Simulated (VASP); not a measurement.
Input:

```
CELL_PARAMETERS angstrom
      0.00000     2.17444     2.17444
      2.17444     0.00000     2.17444
      2.17444     2.17444     0.00000
ATOMIC_POSITIONS crystal
  Co 0.00000 0.00000 0.00000
  O  0.25000 0.25000 0.25000
```
Starting moments (μB, in the order of the record's atoms Co O): 1.6 0.2.

Computed with PBEsol GGA, VASP's PBE PAW potentials (set 64) (plane waves; VASP 6.6.1). Numerical set-up: 520 eV cut-off, Gaussian smearing of 0.050 eV, potentials Co O.

The moments were started parallel, and other spin orders were not tried in this run.

Question: Give the spin-up energies of bands 2 to 10 at the high-symmetry points, in eV from the Fermi level.

Answer: 
```json
[
 {"band": "2", "Γ": "-6.72", "X": "-7.95", "U": "-7.47", "L": "-7.77", "W": "-7.24"},
 {"band": "3", "Γ": "-6.72", "X": "-5.80", "U": "-6.28", "L": "-6.33", "W": "-6.54"},
 {"band": "4", "Γ": "-6.72", "X": "-5.80", "U": "-5.95", "L": "-6.33", "W": "-5.81"},
 {"band": "5", "Γ": "-1.92", "X": "-2.98", "U": "-3.10", "L": "-2.07", "W": "-3.07"},
 {"band": "6", "Γ": "-1.92", "X": "-1.51", "U": "-1.91", "L": "-1.81", "W": "-2.36"},
 {"band": "7", "Γ": "0.40", "X": "-1.31", "U": "-1.74", "L": "-1.81", "W": "-1.46"},
 {"band": "8", "Γ": "0.90", "X": "-1.31", "U": "-0.85", "L": "-0.07", "W": "-1.42"},
 {"band": "9", "Γ": "0.90", "X": "-1.19", "U": "-0.64", "L": "-0.07", "W": "-0.30"},
 {"band": "10", "Γ": "0.90", "X": "5.69", "U": "6.94", "L": "6.20", "W": "7.41"}
]
```

Question: Give the spin-down energies of bands 2 to 10 at the high-symmetry points, in eV from the Fermi level.

Answer: 
```json
[
 {"band": "2", "Γ": "-5.96", "X": "-7.59", "U": "-7.09", "L": "-7.48", "W": "-6.84"},
 {"band": "3", "Γ": "-5.96", "X": "-5.32", "U": "-5.96", "L": "-5.67", "W": "-6.19"},
 {"band": "4", "Γ": "-5.96", "X": "-5.32", "U": "-5.41", "L": "-5.67", "W": "-5.40"},
 {"band": "5", "Γ": "-0.76", "X": "-1.46", "U": "-1.51", "L": "-0.52", "W": "-1.56"},
 {"band": "6", "Γ": "-0.76", "X": "-0.30", "U": "-0.51", "L": "-0.52", "W": "-0.79"},
 {"band": "7", "Γ": "0.66", "X": "-0.15", "U": "-0.24", "L": "-0.23", "W": "-0.25"},
 {"band": "8", "Γ": "2.50", "X": "0.56", "U": "0.73", "L": "1.48", "W": "0.57"},
 {"band": "9", "Γ": "2.50", "X": "0.56", "U": "0.96", "L": "1.48", "W": "1.16"},
 {"band": "10", "Γ": "2.50", "X": "6.41", "U": "7.57", "L": "6.47", "W": "8.07"}
]
```

It has no gap at this level: it comes out as a metal or semimetal.

The structure was generated: CoO was put into the zinc blende type (F-43m), which need not be its known phase. It was relaxed first, which changed the volume by -6 %.
